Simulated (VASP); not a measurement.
Data:

```
CELL_PARAMETERS angstrom
      0.00000     3.21000     3.21000
      3.21000     0.00000     3.21000
      3.21000     3.21000     0.00000
ATOMIC_POSITIONS crystal
  Mg 0.00000 0.00000 0.00000
  Te 0.25000 0.25000 0.25000
```

Method: G0W0 on PBE orbitals, VASP's PBE PAW potentials (set 64) (plane waves; VASP 6.6.1). Numerical set-up: PREC = Normal, 500 eV cut-off, 4×4×4 Γ-centred mesh, Gaussian smearing of 0.010 eV, potentials Mg_sv_GW Te_GW.

The mesh is coarse and the basis finite, so the quasiparticle values are not converged.

NBANDS = 160, ENCUTGW = 200 eV, NOMEGA = 64. The PBE levels (eV) that the step starts from are:

```
state                            KS energy  filling
-------------------------------  ---------  -------
k1 (0.00, 0.00, 0.00), band 5        -8.05        2
k1 (0.00, 0.00, 0.00), band 6         2.20        2
k1 (0.00, 0.00, 0.00), band 7         2.20        2
k1 (0.00, 0.00, 0.00), band 8         2.20        2
k1 (0.00, 0.00, 0.00), band 9         4.70        0
k1 (0.00, 0.00, 0.00), band 10        7.68        0
k1 (0.00, 0.00, 0.00), band 11        7.68        0
k1 (0.00, 0.00, 0.00), band 12        7.68        0
k6 (-0.25, 0.25, 0.00), band 5       -7.44        2
k6 (-0.25, 0.25, 0.00), band 6       -0.45        2
k6 (-0.25, 0.25, 0.00), band 7        0.61        2
k6 (-0.25, 0.25, 0.00), band 8        1.75        2
k6 (-0.25, 0.25, 0.00), band 9        6.54        0
k6 (-0.25, 0.25, 0.00), band 10       7.98        0
k6 (-0.25, 0.25, 0.00), band 11       8.36        0
k6 (-0.25, 0.25, 0.00), band 12       8.67        0
k8 (-0.25, 0.50, 0.25), band 5       -7.21        2
k8 (-0.25, 0.50, 0.25), band 6       -0.54        2
k8 (-0.25, 0.50, 0.25), band 7        0.27        2
k8 (-0.25, 0.50, 0.25), band 8        0.71        2
k8 (-0.25, 0.50, 0.25), band 9        6.77        0
k8 (-0.25, 0.50, 0.25), band 10       7.91        0
k8 (-0.25, 0.50, 0.25), band 11       8.43        0
k8 (-0.25, 0.50, 0.25), band 12       8.61        0
```

Question: Give the quasiparticle energies and renormalisation factors Z.

Answer: 
```csv
state,QP energy (eV),Z
"k1 (0.00, 0.00, 0.00), band 5",-9.07,0.72
"k1 (0.00, 0.00, 0.00), band 6",1.26,0.77
"k1 (0.00, 0.00, 0.00), band 7",1.26,0.77
"k1 (0.00, 0.00, 0.00), band 8",1.26,0.77
"k1 (0.00, 0.00, 0.00), band 9",5.16,0.79
"k1 (0.00, 0.00, 0.00), band 10",8.15,0.78
"k1 (0.00, 0.00, 0.00), band 11",8.15,0.78
"k1 (0.00, 0.00, 0.00), band 12",8.15,0.78
"k6 (-0.25, 0.25, 0.00), band 5",-8.38,0.72
"k6 (-0.25, 0.25, 0.00), band 6",-1.53,0.75
"k6 (-0.25, 0.25, 0.00), band 7",-0.43,0.76
"k6 (-0.25, 0.25, 0.00), band 8",0.78,0.77
"k6 (-0.25, 0.25, 0.00), band 9",6.96,0.78
"k6 (-0.25, 0.25, 0.00), band 10",8.32,0.78
"k6 (-0.25, 0.25, 0.00), band 11",8.79,0.78
"k6 (-0.25, 0.25, 0.00), band 12",9.11,0.77
"k8 (-0.25, 0.50, 0.25), band 5",-8.12,0.73
"k8 (-0.25, 0.50, 0.25), band 6",-1.63,0.75
"k8 (-0.25, 0.50, 0.25), band 7",-0.81,0.76
"k8 (-0.25, 0.50, 0.25), band 8",-0.32,0.76
"k8 (-0.25, 0.50, 0.25), band 9",6.98,0.79
"k8 (-0.25, 0.50, 0.25), band 10",8.48,0.77
"k8 (-0.25, 0.50, 0.25), band 11",8.88,0.78
"k8 (-0.25, 0.50, 0.25), band 12",8.94,0.78
```
On the mesh the gap opens from 2.50 to 3.90 eV.

The compound is MgTe in the zinc blende structure, whereas wurtzite is the usual form. The cell was not relaxed at this level. The k-mesh is coarse (spacing up to 0.42 per Å, 2π included), so the numbers may not be converged in it.
